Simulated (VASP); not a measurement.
# A VASP study of ReB2 (r2SCAN + rVV10): structure first, properties next

Aim: relax ReB2, then compute properties on the relaxed cell. The steps: full relaxation (r2SCAN + rVV10), single point with fields (r2SCAN + rVV10), bands along the symmetry lines (r2SCAN + rVV10), density of states (r2SCAN + rVV10), volume scan with r2SCAN + rVV10, fit for r2SCAN + rVV10, optical spectrum (r2SCAN + rVV10) and band structure (r2SCAN + rVV10) with a changed input. The start is a cell from a database of measured crystal structures.

Program: VASP 6.6.1. Level of theory: r2SCAN with rVV10; plane waves and PAW (Re, B). Results are calculated unless marked as measured.

### Step 1. Starting point

Before any relaxation, the start is as follows. It takes space group P6_3/mmc (No. 194, hexagonal). The conventional cell has a = 2.900 Å, b = 2.900 Å, c = 7.478 Å, α = 90.00°, β = 90.00°, γ = 120.00°. Re has 8 B at 2.23 to 2.26 Å nearest. B has 3 B at 1.82 Å and 4 Re at 2.23 to 2.26 Å nearest. Farther neighbours are not listed.

### Step 2. Full relaxation (r2SCAN + rVV10)

The start need not lie at this functional's minimum. ISIF = 3 frees volume, shape and positions, and EDIFFG sets the threshold on forces and stress at which the search stops. r2SCAN adds the kinetic-energy density, costs more than a GGA and is run with LASPH. LUSE_VDW switches on a nonlocal correlation term for dispersion.

The input, INCAR:

```
SYSTEM = ReB2
PREC = Accurate
ENCUT = 420
EDIFF = 1E-06
NELM = 100
ISMEAR = 0
SIGMA = 0.05
LREAL = .FALSE.
ALGO = Normal
METAGGA = R2SCAN
LUSE_VDW = .TRUE.
IVDW_NL = 2
BPARAM = 11.95
CPARAM = 0.0093
LASPH = .TRUE.
NBANDS = 19
LORBIT = 11
LWAVE = .FALSE.
LCHARG = .FALSE.
KPAR = 4
IBRION = 2
NSW = 60
ISIF = 3
EDIFFG = -0.01
```

The input, POSCAR:

```
ReB2
1.0
    2.9000000000      0.0000000000      0.0000000000
   -1.4500000000      2.5114736710      0.0000000000
    0.0000000000      0.0000000000      7.4780000000
Re B
2 4
Direct
    0.3333333333      0.6666666667      0.2500000000
    0.6666666667      0.3333333333      0.7500000000
    0.3333333333      0.6666666667      0.5480000000
    0.6666666667      0.3333333333      0.0480000000
    0.3333333333      0.6666666667      0.9520000000
    0.6666666667      0.3333333333      0.4520000000
```

The input, KPOINTS:

```
Automatic mesh
0
Gamma
8 8 3
0 0 0
```

The projector-augmented-wave data sets are Re and B (PBE family, release 64).

Run with:

```console
mpirun -np 4 vasp_std
```

The program printed:

```text
[banner, memory and clock lines left out]
running    4 mpi-ranks, on    1 nodes
 distrk:  each k-point on    1 cores,    4 groups
 distr:  one band on    1 cores,    1 groups

 POSCAR found type information on POSCAR ReB
 POSCAR found :  2 types and       6 ions
|                                                                             |
|               ----> ADVICE to this user running VASP <----                  |
|                                                                             |
|     You have switched on vdW-DFT.                                           |
|     This routine was written and supplied by Jiri Klimes. We recommend      |
|     that you carefully read and cite the following publications:            |
|       J. Klimes, D.R. Bowler, A. Michelides                                 |
|          J. Phys.: Cond Matt. 22 022201 (2010)                              |
|       J. Klimes, D.R. Bowler, A. Michelides                                 |
|          Phys. Rev. B. 83, 195131 (2011)                                    |
|     and references therein.                                                 |
|                                                                             |

|                                                                             |
|               ----> ADVICE to this user running VASP <----                  |
|                                                                             |
|     You enforced a specific xc type in the INCAR file but a different       |
|     [... a line on the potential file left out ...]
|     I HOPE YOU KNOW WHAT YOU ARE DOING!                                     |
|                                                                             |

 LDA part: xc-table for (None), standard interpolation
 POSCAR, INCAR and KPOINTS ok, starting setup
 FFT: planning ... GRIDC
 FFT: planning ... GRID_SOFT
 FFT: planning ... GRID
 WAVECAR not read
 entering main loop
       N       E                     dE             d eps       ncg     rms          rms(c)
Total rVV10 correction in eV:      0.2846825    35.8663179
Total rVV10 correction in eV:      0.2846825    35.8663179
Total rVV10 correction in eV:      0.2846825    35.8663179
Total rVV10 correction in eV:      0.2846825    35.8663179
DAV:   1    -0.248878206895E+02   -0.24888E+02   -0.11737E+04  1504   0.145E+03
DAV:   2    -0.138517274911E+03   -0.11363E+03   -0.10737E+03  1453   0.416E+02
DAV:   3    -0.144075064851E+03   -0.55578E+01   -0.54166E+01  1387   0.914E+01
DAV:   4    -0.144213857483E+03   -0.13879E+00   -0.12699E+00  1400   0.878E+00
DAV:   5    -0.144217281390E+03   -0.34239E-02   -0.33906E-02  1360   0.136E+00    0.585E+01
Total rVV10 correction in eV:      0.2660290    35.8663179
Total rVV10 correction in eV:      0.2660290    35.8663179
Total rVV10 correction in eV:      0.2660290    35.8663179
Total rVV10 correction in eV:      0.2660290    35.8663179
DAV:   6    -0.136760016186E+03    0.74573E+01   -0.30512E+01  1488   0.964E+01    0.105E+01
Total rVV10 correction in eV:      0.2662786    35.8663180
Total rVV10 correction in eV:      0.2662786    35.8663180
Total rVV10 correction in eV:      0.2662786    35.8663180
Total rVV10 correction in eV:      0.2662786    35.8663180
DAV:   7    -0.136664839917E+03    0.95176E-01   -0.21978E+00  1448   0.285E+01    0.132E+01
Total rVV10 correction in eV:      0.2654347    35.8663180
Total rVV10 correction in eV:      0.2654347    35.8663180
Total rVV10 correction in eV:      0.2654347    35.8663180
Total rVV10 correction in eV:      0.2654347    35.8663180
DAV:   8    -0.136630614514E+03    0.34225E-01   -0.17161E-01  1392   0.389E+00    0.102E+00
Total rVV10 correction in eV:      0.2651488    35.8663180
Total rVV10 correction in eV:      0.2651488    35.8663180
Total rVV10 correction in eV:      0.2651488    35.8663180
Total rVV10 correction in eV:      0.2651488    35.8663180
DAV:   9    -0.136621732994E+03    0.88815E-02   -0.15844E-02  1312   0.301E+00    0.425E-01
Total rVV10 correction in eV:      0.2654090    35.8663180
Total rVV10 correction in eV:      0.2654090    35.8663180
Total rVV10 correction in eV:      0.2654090    35.8663180
Total rVV10 correction in eV:      0.2654090    35.8663180
DAV:  10    -0.136621674901E+03    0.58093E-04   -0.93670E-04  1344   0.483E-01    0.467E-02
Total rVV10 correction in eV:      0.2654804    35.8663180
Total rVV10 correction in eV:      0.2654804    35.8663180
Total rVV10 correction in eV:      0.2654804    35.8663180
Total rVV10 correction in eV:      0.2654804    35.8663180
DAV:  11    -0.136621686185E+03   -0.11284E-04   -0.72766E-05  1360   0.142E-01    0.143E-02
Total rVV10 correction in eV:      0.2655196    35.8663180
Total rVV10 correction in eV:      0.2655196    35.8663180
Total rVV10 correction in eV:      0.2655196    35.8663180
Total rVV10 correction in eV:      0.2655196    35.8663180
DAV:  12    -0.136621686204E+03   -0.18668E-07   -0.34593E-06   800   0.461E-02
Total rVV10 correction in eV:      0.2655254    35.8663180
Total rVV10 correction in eV:      0.2655254    35.8663180
Total rVV10 correction in eV:      0.2655254    35.8663180
Total rVV10 correction in eV:      0.2655254    35.8663180
Total rVV10 correction in eV:      0.2655257    35.8663180
Total rVV10 correction in eV:      0.2655257    35.8663180
Total rVV10 correction in eV:      0.2655257    35.8663180
Total rVV10 correction in eV:      0.2655257    35.8663180
   1 F= -.13662169E+03 E0= -.13661989E+03  d E =-.136622E+03
 curvature:   0.00 expect dE= 0.000E+00 dE for cont linesearch  0.000E+00
 trial: gam= 0.00000 g(F)=  0.250E-05 g(S)=  0.819E-03 ort = 0.000E+00 (trialstep = 0.100E+01)
 search vector abs. value=  0.821E-03
 bond charge predicted
       N       E                     dE             d eps       ncg     rms          rms(c)
Total rVV10 correction in eV:      0.2658694    35.8663180
Total rVV10 correction in eV:      0.2658694    35.8663180
Total rVV10 correction in eV:      0.2658694    35.8663180
Total rVV10 correction in eV:      0.2658694    35.8663180
DAV:   1    -0.136621904105E+03   -0.21792E-03   -0.71401E-02  1022   0.117E+01    0.849E-01
Total rVV10 correction in eV:      0.2663527    35.8663180
Total rVV10 correction in eV:      0.2663527    35.8663180
Total rVV10 correction in eV:      0.2663527    35.8663180
Total rVV10 correction in eV:      0.2663527    35.8663180
DAV:   2    -0.136621488815E+03    0.41529E-03   -0.19454E-03  1349   0.124E+00    0.230E-01
Total rVV10 correction in eV:      0.2666247    35.8663180
Total rVV10 correction in eV:      0.2666247    35.8663180
Total rVV10 correction in eV:      0.2666247    35.8663180
Total rVV10 correction in eV:      0.2666247    35.8663180
DAV:   3    -0.136621401487E+03    0.87328E-04   -0.18438E-04  1344   0.159E-01    0.712E-02
Total rVV10 correction in eV:      0.2667693    35.8663180
Total rVV10 correction in eV:      0.2667693    35.8663180
Total rVV10 correction in eV:      0.2667693    35.8663180
Total rVV10 correction in eV:      0.2667693    35.8663180
DAV:   4    -0.136621384293E+03    0.17194E-04   -0.34512E-05  1306   0.551E-02    0.592E-03
Total rVV10 correction in eV:      0.2667732    35.8663180
Total rVV10 correction in eV:      0.2667732    35.8663180
Total rVV10 correction in eV:      0.2667732    35.8663180
Total rVV10 correction in eV:      0.2667732    35.8663180
DAV:   5    -0.136621384388E+03   -0.95450E-07   -0.90282E-07   600   0.182E-02
Total rVV10 correction in eV:      0.2667838    35.8663180
Total rVV10 correction in eV:      0.2667838    35.8663180
Total rVV10 correction in eV:      0.2667838    35.8663180
Total rVV10 correction in eV:      0.2667838    35.8663180
Total rVV10 correction in eV:      0.2667768    35.8663180
Total rVV10 correction in eV:      0.2667768    35.8663180
Total rVV10 correction in eV:      0.2667768    35.8663180
Total rVV10 correction in eV:      0.2667768    35.8663180
   2 F= -.13662138E+03 E0= -.13661959E+03  d E =0.301815E-03
 trial-energy change:    0.000302  1 .order    0.000269   -0.000821    0.001360
 step:   0.3560(harm=  0.3765)  dis= 0.00006  next Energy=  -136.621831 (dE=-0.145E-03)
 bond charge predicted
       N       E                     dE             d eps       ncg     rms          rms(c)
Total rVV10 correction in eV:      0.2665557    35.8663180
Total rVV10 correction in eV:      0.2665557    35.8663180
Total rVV10 correction in eV:      0.2665557    35.8663180
Total rVV10 correction in eV:      0.2665557    35.8663180
DAV:   1    -0.136622007027E+03   -0.62273E-03   -0.30167E-02  1007   0.764E+00    0.545E-01
Total rVV10 correction in eV:      0.2662466    35.8663180
Total rVV10 correction in eV:      0.2662466    35.8663180
Total rVV10 correction in eV:      0.2662466    35.8663180
Total rVV10 correction in eV:      0.2662466    35.8663180
DAV:   2    -0.136621854225E+03    0.15280E-03   -0.79358E-04  1359   0.787E-01    0.146E-01
Total rVV10 correction in eV:      0.2660741    35.8663180
Total rVV10 correction in eV:      0.2660741    35.8663180
Total rVV10 correction in eV:      0.2660741    35.8663180
Total rVV10 correction in eV:      0.2660741    35.8663180
DAV:   3    -0.136621829714E+03    0.24511E-04   -0.73211E-05  1341   0.997E-02    0.457E-02
Total rVV10 correction in eV:      0.2659808    35.8663180
Total rVV10 correction in eV:      0.2659808    35.8663180
Total rVV10 correction in eV:      0.2659808    35.8663180
Total rVV10 correction in eV:      0.2659808    35.8663180
DAV:   4    -0.136621828514E+03    0.11999E-05   -0.13984E-05  1241   0.358E-02    0.393E-03
Total rVV10 correction in eV:      0.2659789    35.8663180
Total rVV10 correction in eV:      0.2659789    35.8663180
Total rVV10 correction in eV:      0.2659789    35.8663180
Total rVV10 correction in eV:      0.2659789    35.8663180
DAV:   5    -0.136621828690E+03   -0.17565E-06   -0.33853E-07   548   0.112E-02
Total rVV10 correction in eV:      0.2659719    35.8663180
Total rVV10 correction in eV:      0.2659719    35.8663180
Total rVV10 correction in eV:      0.2659719    35.8663180
Total rVV10 correction in eV:      0.2659719    35.8663180
Total rVV10 correction in eV:      0.2659763    35.8663180
Total rVV10 correction in eV:      0.2659763    35.8663180
Total rVV10 correction in eV:      0.2659763    35.8663180
Total rVV10 correction in eV:      0.2659763    35.8663180
   3 F= -.13662183E+03 E0= -.13662004E+03  d E =-.142486E-03
 curvature:  -0.19 expect dE=-0.709E-05 dE for cont linesearch -0.409E-06
 trial: gam=-0.00552 g(F)=  0.180E-05 g(S)=  0.359E-04 ort = 0.423E-04 (trialstep = 0.871E+00)
 search vector abs. value=  0.373E-04
 reached required accuracy - stopping structural energy minimisation
```

The job ended after 84 s (4 MPI ranks of Intel Xeon Platinum 8488C (Sapphire Rapids), shared host; peak memory 0.96 GiB; 5 min of CPU time).

Lines that name or quote the potential files are left out of all logs, and their timing lines are given in words.

OUTCAR, selected parts (step 2):

```text
ion  position               nearest neighbor table
   1  0.333  0.667  0.250-   3 2.23   5 2.23   4 2.26   6 2.26   4 2.26   6 2.26   4 2.26   6 2.26

  LATTYP: Found a hexagonal cell.
 ALAT       =     2.9000000000
 C/A-ratio  =     2.5786206897

 Subroutine GETGRP returns: Found 24 space group operations
 (whereof 12 operations were pure point group operations)

The static configuration has the point symmetry D_3d.
 The point group associated with its full space group is D_6h.

 Found     20 irreducible k-points:

   k-points           NKPTS =     20   k-points in BZ     NKDIM =     20   number of bands    NBANDS=     19

   dimension x,y,z NGX =    20 NGY =   20 NGZ =   50
   dimension x,y,z NGXF=    40 NGYF=   40 NGZF=  100

   ENCUT  =  420.0 eV  30.87 Ry    5.56 a.u.   4.85  4.85 12.50*2*pi/ulx,y,z

   NELECT =      26.0000    total number of electrons

 k-points in reciprocal lattice and weights: Automatic mesh
   0.00000000  0.00000000  0.00000000       0.005
   0.12500000  0.00000000  0.00000000       0.031
   0.25000000  0.00000000  0.00000000       0.031
   0.37500000  0.00000000  0.00000000       0.031
   0.50000000  0.00000000  0.00000000       0.016
   0.12500000  0.12500000  0.00000000       0.031
   0.25000000  0.12500000  0.00000000       0.062
   0.37500000  0.12500000  0.00000000       0.062
   0.25000000  0.25000000  0.00000000       0.031
[...]
0.25000000  0.25000000  0.33333333       0.062
   0.37500000  0.25000000  0.33333333       0.062

 average (electrostatic) potential at core
       1 -44.9637       2 -44.9637       3 -25.7329       4 -25.7329       5 -25.7329
       6 -25.7329

 E-fermi :   8.0267

 k-point     1 :       0.0000    0.0000    0.0000
  band No.  band energies     occupation
    ...
      8       5.1890      2.00000
      9       5.5281      2.00000
     10       5.5281      2.00000
     11       5.7020      2.00000
     12       5.7020      2.00000
     13       8.1015      0.03441
     14       8.1015      0.03441
     15      10.5148      0.00000
     16      10.5148      0.00000
     17      12.1772      0.00000
    ...

 k-point     2 :       0.1250    0.0000    0.0000
  band No.  band energies     occupation
    ...
     10       5.4487      2.00000
     11       5.6153      2.00000
     12       6.0702      2.00000
     13       7.1974      2.00000
     14       7.9184      1.99781
     15       9.8569      0.00000
     16      10.0874      0.00000
     17      12.9687      0.00000
     18      13.3317      0.00000
     19      13.5894      0.00000

 k-point     3 :       0.2500    0.0000    0.0000
  band No.  band energies     occupation
    ...
     10       4.8434      2.00000
     11       5.9695      2.00000
     12       6.0482      2.00000
     13       7.4569      2.00000
     14       7.5226      2.00000
     15       9.2114      0.00000
     16       9.7207      0.00000
     17      13.3703      0.00000
     18      13.3730      0.00000
     19      14.4745      0.00000

  Total        0.0245211      0.0245211     -0.0571398      0.0000000     -0.0000000      0.0000000
  in kB        0.7202508      0.7202508     -1.6783503      0.0000000     -0.0000000      0.0000000
  external PRESSURE =      -0.0792829 kB  Pullay stress =       0.0000000 kB

  energy-cutoff  :      420.00
  volume of cell :       54.55
      direct lattice vectors                 reciprocal lattice vectors
     2.901784025  0.000000000  0.000000000     0.344615585  0.198963901  0.000000000
    -1.450892012  2.513018682  0.000000000     0.000000000  0.397927802  0.000000000
     0.000000000 -0.000000000  7.480078508     0.000000000 -0.000000000  0.133688436

 POSITION                                       TOTAL-FORCE (eV/Angst)
 -----------------------------------------------------------------------------------
     -0.00000      1.67535      1.87002         0.000000     -0.000000      0.000000
      1.45089      0.83767      5.61006        -0.000000      0.000000      0.000000
     -0.00000      1.67535      4.09914        -0.000000     -0.000000      0.003058
      1.45089      0.83767      0.35911         0.000000     -0.000000      0.003058
     -0.00000      1.67535      7.12097        -0.000000      0.000000     -0.003058
      1.45089      0.83767      3.38093         0.000000      0.000000     -0.003058
 -----------------------------------------------------------------------------------
    total drift:                               -0.000000      0.000000     -0.000000

  FREE ENERGIE OF THE ION-ELECTRON SYSTEM (eV)
  ---------------------------------------------------
  free  energy   TOTEN  =      -136.6218286900 eV

  energy  without entropy=     -136.6182418479  energy(sigma->0) =     -136.62003527

 reached required accuracy - stopping structural energy minimisation

 total charge
# of ion       s       p       d       tot
------------------------------------------
    1        0.567   0.796   5.030   6.393
    2        0.567   0.796   5.030   6.393
    3        0.696   1.269   0.000   1.965
    4        0.696   1.269   0.000   1.965
    5        0.696   1.269   0.000   1.965
    6        0.696   1.269   0.000   1.965
--------------------------------------------------
tot          3.919   6.668  10.060  20.647

[... 3 further parts left out ...]
```

The k-mesh is coarse for a metal. The PAW data sets were made with PBE, which is usual practice but a small mismatch for other functionals. The data set Re keeps the semicore shell frozen, which is cheaper and a little less accurate. The run keeps the 24 symmetry operations of its start, so it cannot find a distortion of lower symmetry.

Little changed from the start: no atom moved by 0.005 Å and no cell edge by 0.1 %.

This step gave:

```
electrons                              : 26
bands                                  : 19
irreducible k-points                   : 20
symmetry operations                    : 24
free energy (TOTEN)                    : -136.6218 eV
energy at zero smearing                : -136.6200 eV
Fermi energy                           : 8.027 eV
pressure                               : -0.007928 GPa
metallic, judged on the points sampled : yes
SCF cycles over all ionic steps        : 22
```

It ends with a largest force of 0.003 eV/Å and a pressure of -0.01 GPa. The volume lies +0.2 % from that of the database's start.

(Part 1 of 7 ends here.)

[Lines on the potential files, build, host, timing and source positions are cut from VASP's logs without a mark.]

[Logs are printed without paths, hosts, clocks, repeated set-up lines and the standing remarks that a program may print on its own settings, such as how far it seeks lower states.]

[Hosts, paths, dates, database ids (printed as entryN), source tags and the programs' standing remarks are cut or masked in the printed files.]

[A measured line is paired with the nearest computed mode of its activity, which favours agreement.]

[In band tables of VASP the shares of atoms and orbitals are scaled to a sum of 1 inside the atoms' spheres.]
